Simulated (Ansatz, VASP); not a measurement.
AlFe3B in VASP and in Ansatz

```
Fe Al B
1.0
     3.84764    0.00000    0.00000
     0.00000    3.84764    0.00000
     0.00000    0.00000    3.84764
Fe Al B
3 1 1
Cartesian
  0.0000 0.0000 1.9238
  0.0000 1.9238 0.0000
  1.9238 0.0000 0.0000
  1.9238 1.9238 1.9238
  0.0000 0.0000 0.0000
```

Change from the starting cell: volume scaled by 1.02.

Alike in both runs: task single point; functional PBE; k mesh 7 × 7 × 7; occupations fermi-dirac, width 0.05 eV; collinear spin, ferromagnetic start.

|  | VASP | Ansatz |
| --- | --- | --- |
| version | VASP 6.6.1 | Ansatz 0.2.0 |
| potentials or method | VASP PAW PBE potentials, release 64 (Fe, Al, B) | Ansatz PAW |
| plane-wave cutoff (eV) | 520 | 420 |
| valence electrons in the cell | 30 | 54 |

|  | VASP | Ansatz | Ansatz less VASP |
| --- | --- | --- | --- |
| gap on the k mesh at the Fermi level (eV) | none | none | - |
| pressure (GPa) | -4.4 | -4.8 | -0.40 |
| net moment per atom (μB) | 0.83 | 0.83 | 0.000 |
| size of the moment on the site where the two differ most (μB) | 1.49 | 1.40 | -0.095 |

Site moments also hang on the region over which each program counts them. A gap of «none» marks a metal or a gap that the smearing closes. With one functional, cell and mesh, what is left measures potentials, basis and numerics. The two sets of potentials don't hold the same shells in valence.
